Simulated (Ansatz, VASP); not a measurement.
One calculation of Be18Ga, two programs

```
Be Ga
1.0
     4.58000    0.00000    0.00000
     3.43500    5.94960    0.00000
     0.00000    0.00000   15.58843
Be Ga
18 1
Direct
  0.00000 0.00000 0.06415
  0.50000 0.00000 0.06415
  0.00000 0.33333 0.06415
  0.50000 0.33333 0.06415
  0.00000 0.66667 0.06415
  0.50000 0.66667 0.06415
  0.82930 0.22841 0.18188
  0.33446 0.22078 0.18316
  0.83632 0.55514 0.18104
  0.32954 0.55777 0.17967
  0.83004 0.88786 0.18126
  0.33597 0.89149 0.18076
  0.99524 0.00273 0.29480
  0.49983 0.99771 0.30166
  0.00013 0.33220 0.30055
  0.49530 0.33633 0.30097
  0.99679 0.66574 0.29605
  0.50264 0.66435 0.29513
  0.17117 0.78399 0.43479
```

Alike in both runs: functional PBEsol; k mesh 4 × 3 × 1; occupations fermi-dirac, width 0.05 eV; no spin polarisation.

Ansatz relaxed the structure, and its values are those at the end. VASP's run is a single point on that final structure, the one shown.

|  | VASP | Ansatz |
| --- | --- | --- |
| version | VASP 6.6.1 | Ansatz 0.2.0 |
| potentials or method | VASP PAW PBE potentials, release 64 (Be, Ga_d) | scalar-relativistic, plane waves, PAW |
| plane-wave cutoff (eV) | 520 | 420 |
| valence electrons in the cell | 49 | 49 |

```csv
,VASP,Ansatz,Ansatz less VASP
rms of the force components (eV/Å),0.036,0.036,-0.0006
```

The functional is the same, so the differences come from potentials, cutoffs and numerics.

Caveats: the k mesh is coarse (spacing up to 0.40 Å⁻¹), so the values aren't converged; the PAW data sets were made with another functional, which shifts forces and pressure a little (VASP).
